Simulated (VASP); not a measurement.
Calculation: PBEsol GGA, VASP's PBE PAW potentials (set 64) (plane waves; VASP).

VASP input:

### KPOINTS
```
k-points along high-symmetry lines
10
Line-mode
Reciprocal
  0.000000   0.000000   0.000000 ! GAMMA
  0.500000   0.000000   0.000000 ! M

  0.500000   0.000000   0.000000 ! M
  0.333333   0.333333   0.000000 ! K

  0.333333   0.333333   0.000000 ! K
  0.000000   0.000000   0.000000 ! GAMMA

  0.000000   0.000000   0.000000 ! GAMMA
  0.000000   0.000000   0.500000 ! A

  0.000000   0.000000   0.500000 ! A
  0.500000   0.000000   0.500000 ! L

  0.500000   0.000000   0.500000 ! L
  0.333333   0.333333   0.500000 ! H

  0.333333   0.333333   0.500000 ! H
  0.000000   0.000000   0.500000 ! A

  0.500000   0.000000   0.500000 ! L
  0.500000   0.000000   0.000000 ! M

  0.333333   0.333333   0.500000 ! H
  0.333333   0.333333   0.000000 ! K
```

**INCAR**
```
# general
SYSTEM =ZrO
PREC   =Accurate
ENCUT  =520
LREAL  =.False.
LASPH  =.True.   # aspherical one-centre terms
ICHARG =11

# electronic loop
EDIFF  =1E-7   # SCF stop (eV)
NELM   =100   # most electronic steps
ALGO   =Normal   # blocked Davidson
LMAXMIX=4   # l cut-off of mixed one-centre charges

# smearing
ISMEAR =0
SIGMA  =0.05   # width (eV)

# functional
GGA    =PS   # PBEsol

# output
LWAVE  =.False.
LCHARG =.False.
LORBIT =11   # lm-projected
```

**POSCAR**
```
ZrO
1
    3.1998149459     0.0000000000     0.0000000000
   -1.5999074729     2.7711210515    -0.0000000000
   -0.0000000000    -0.0000000000     6.5543770656
Zr O
2 2
Direct
  0.3333330000   0.6666670000   0.0333098743
  0.6666670000   0.3333330000   0.5333098743
  0.3333330000   0.6666670000   0.3416901257
  0.6666670000   0.3333330000   0.8416901257
```

POTCAR, in this order: Zr_sv O (PBE.64 set). Program: vasp_std. Read from the step before: CHGCAR.

The resulting files:

File OSZICAR:
```
       N       E                     dE             d eps       ncg     rms          rms(c)
DAV:   1     0.336735400706E+03    0.33674E+03   -0.20469E+04  3960   0.165E+03
DAV:   2    -0.752579254929E+01   -0.34426E+03   -0.33811E+03  4512   0.450E+02
DAV:   3    -0.365280781185E+02   -0.29002E+02   -0.28681E+02  7008   0.106E+02
DAV:   4    -0.378302909777E+02   -0.13022E+01   -0.13012E+01  5466   0.208E+01
DAV:   5    -0.378686938091E+02   -0.38403E-01   -0.38329E-01  5786   0.297E+00
DAV:   6    -0.378693861411E+02   -0.69233E-03   -0.69229E-03  5470   0.391E-01
DAV:   7    -0.378693946184E+02   -0.84773E-05   -0.84772E-05  5770   0.449E-02
DAV:   8    -0.378693947717E+02   -0.15329E-06   -0.15338E-06  5434   0.541E-03
DAV:   9    -0.378693947749E+02   -0.32296E-08   -0.22635E-08  3600   0.663E-04
   1 F= -.37869395E+02 E0= -.37867784E+02  d E =-.322182E-02
```

File OUTCAR:
```
 val. band max:        9.2539313044   @ k =   0.2963   0.2963   0.0000

 cond. band min:       9.2578226891   @ k =   0.2593   0.2593   0.0000



 k-point     1 :       0.0000    0.0000    0.0000
  band No.  band energies     occupation
      1     -40.2660      2.00000
      2     -40.2347      2.00000
      3     -19.2025      2.00000
      4     -18.4331      2.00000
      5     -17.9230      2.00000
      6     -17.9230      2.00000
      7     -17.8898      2.00000
      8     -17.8898      2.00000
      9     -11.2343      2.00000
     10      -9.8996      2.00000
     11       2.1343      2.00000
     12       2.2034      2.00000
     13       3.3445      2.00000
     14       3.3446      2.00000
     15       3.9752      2.00000
     16       3.9752      2.00000
     17       7.2389      2.00000
     18       7.3996      2.00000
     19       9.9513      0.00000
     20       9.9514      0.00000
     21      10.9212      0.00000
     22      10.9212      0.00000

 k-point     2 :       0.0556    0.0000    0.0000
  band No.  band energies     occupation
      1     -40.2627      2.00000
      2     -40.2318      2.00000
      3     -19.1927      2.00000
      4     -18.4316      2.00000
      5     -17.9510      2.00000
      6     -17.9293      2.00000
      7     -17.9211      2.00000
      8     -17.8951      2.00000
      9     -11.2141      2.00000
     10      -9.9009      2.00000
     11       2.1533      2.00000
     12       2.2420      2.00000
     13       3.2638      2.00000
     14       3.3383      2.00000
     15       3.9262      2.00000
     16       3.9834      2.00000
     17       7.3857      2.00000
     18       7.3990      2.00000
     19       9.8174      0.00000
     20       9.9916      0.00000
     21      10.8706      0.00000
     22      10.9864      0.00000

 k-point     3 :       0.1111    0.0000    0.0000
  band No.  band energies     occupation
      1     -40.2531      2.00000
      2     -40.2235      2.00000
...
```

The density is held fixed in this step, so its total energy and stress have no physical meaning.

The structure was generated: ZrO was put into the wurtzite type (P6_3mc), which need not be its known phase. It was relaxed first, which changed the volume by -33 %.
